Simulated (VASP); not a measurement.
A VASP calculation is set up with these files.

### KPOINTS
```
K-points
0
Gamma
 4 4 4
0 0 0
```

**INCAR**
```
SYSTEM = CsSnI3
PREC = Accurate; ENCUT = 520; LREAL = .FALSE.
LASPH = .TRUE.
EDIFF = 1E-6; NELM = 100; ALGO = Normal
LMAXMIX = 4
ISMEAR = 0; SIGMA = 0.05
GGA = PE; IVDW = 11
IBRION = 2; NSW = 60; ISIF = 3
EDIFFG = -0.02
LWAVE = .FALSE.; LCHARG = .FALSE.
```

POSCAR:
```
CsSnI3
1
    6.2320377890     0.0000000000     0.0000000000
    0.0000000000     6.2320377890     0.0000000000
   -0.0000000000    -0.0000000000     6.2320377890
Cs Sn I
1 1 3
Direct
  0.0000000000   0.0000000000   0.0000000000
  0.5000000000   0.5000000000   0.5000000000
  0.5000000000   0.0000000000   0.5000000000
  0.0000000000   0.5000000000   0.5000000000
  0.5000000000   0.5000000000   0.0000000000
```

POTCAR, in this order: Cs_sv Sn_d I (PBE.64 set). Program: vasp_std.

Q: Write an equivalent input for Quantum ESPRESSO's pw.x.

A: One equivalent input (not run):
```
&CONTROL
  calculation = 'vc-relax'
  pseudo_dir = './pseudo'
  outdir = './out'
  tprnfor = .true.
  tstress = .true.
  nstep = 60
  forc_conv_thr = 0.00078
/
&SYSTEM
  ibrav = 0
  nat = 5
  ntyp = 3
  ecutwfc = 72
  occupations = 'smearing'
  smearing = 'gaussian'
  degauss = 0.003675
  input_dft = 'pbe'
  vdw_corr = 'grimme-d3'
  dftd3_version = 3
  dftd3_threebody = .false.
/
&ELECTRONS
  conv_thr = 7.3e-08
  electron_maxstep = 100
/
&IONS
/
&CELL
/
ATOMIC_SPECIES
  Cs 132.905 Cs.upf
  Sn 118.710 Sn.upf
  I 126.904 I.upf
CELL_PARAMETERS angstrom
     6.2320378    0.0000000    0.0000000
     0.0000000    6.2320378    0.0000000
    -0.0000000   -0.0000000    6.2320378
ATOMIC_POSITIONS crystal
  Cs   0.0000000  0.0000000  0.0000000
  Sn   0.5000000  0.5000000  0.5000000
  I    0.5000000  0.0000000  0.5000000
  I    0.0000000  0.5000000  0.5000000
  I    0.5000000  0.5000000  0.0000000
K_POINTS automatic
  4 4 4 0 0 0
```
What does not carry over: the potentials are each code's own (VASP's PAW set, PseudoDojo norm-conserving files in pw.x), so ENCUT and ecutwfc are chosen apart and not converted; conv_thr bounds pw.x's estimated SCF error, while EDIFF bounds the energy change between steps; forc_conv_thr acts on force components and is met together with etot_conv_thr.

The compound is CsSnI3 in the cubic perovskite structure, the ideal cubic form; the compound distorts at low or room temperature. It was relaxed first. The start is the result of an earlier pass.
